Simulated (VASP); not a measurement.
Input:

```
CELL_PARAMETERS angstrom
      1.96773    -5.19979     0.00000
      1.96773     5.19979     0.00000
      0.00000     0.00000     3.87784
ATOMIC_POSITIONS crystal
  B  0.56400 0.43600 0.25000
  B  0.43600 0.56400 0.75000
  Y  0.85475 0.14525 0.25000
  Y  0.14525 0.85475 0.75000
```

Computed with PBE GGA, VASP's PBE PAW potentials (set 64) (plane waves; VASP). Numerical set-up: 520 eV cut-off, KSPACING 0.4 per Å, first-order Methfessel-Paxton smearing of 0.10 eV, potentials B Y_sv.

Task: Which forces act on the atoms, in eV/Å?

Result: 
```
atom     Fx      Fy     Fz
----  -----  ------  -----
B1    0.000   0.779  0.000
B2    0.000  -0.779  0.000
Y3    0.000  -1.379  0.000
Y4    0.000   1.379  0.000
```

Task: Give the stress tensor in GPa (positive for a compressed cell).

Result: 
```
 -7.99    0.00    0.00
  0.00  -14.68    0.00
  0.00    0.00  -19.00
```
The pressure is its mean diagonal, -13.89 GPa.

The structure was generated: YB was put into the CrB type (Cmcm), which need not be its known phase. The cell was not relaxed at this level. The run is one of a series of settings (KGAMMA = .TRUE., KSPACING = 0.4, KPOINTS file removed against the base run), some of them coarse on purpose.
